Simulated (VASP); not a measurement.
Runs of VASP 6.6.1 on InAs. Symmetry: F-43m, No. 216, cubic system. Conventional cell: a = 6.091 Å, b = 6.091 Å, c = 6.091 Å, α = 90.00°, β = 90.00°, γ = 90.00°. Around In (site symmetry -43m) lie 4 As at 2.64 Å. Around As (site symmetry -43m) lie 4 In at 2.64 Å. 

```csv
task,level,potentials or basis,spin,cell,cutoff (eV),gap on the mesh (eV),pressure (GPa)
band structure,LDA,"VASP PAW LDA potentials, release 64 (In_d, As)",off,"F-43m, 28.25 Å³/atom",520,-,-1.7
band structure,r2SCAN,"VASP PAW PBE potentials, release 64 (In_d, As)",off,"F-43m, 28.25 Å³/atom",520,0.13,0.5
relaxation of cell and atoms,PBEsol,"VASP PAW PBE potentials, release 64 (In_d, As)",off,relaxed,600,(a),0.0
band structure,TB-mBJ,"VASP PAW PBE potentials, release 64 (In_d, As)",off,"F-43m, 28.25 Å³/atom",520,(b),-
```

Alike in all rows: k mesh 10 × 10 × 10; smearing gaussian 0.03 eV.

Problem. Estimate the missing entries.

Solution. (a) none; (b) 0.60.

Caveats: spin-orbit coupling is left out, which moves the levels of the heavy elements (some runs); the PAW data sets were made with another functional, which shifts forces and pressure a little (some runs); this crystal is a semiconductor, whose small gap the functional closes, so the metal is an error of the method (some runs).

A k mesh can miss the band edges, and the runs leave out spin-orbit coupling on As, In.

Runs at the PBE level aren't shown here.
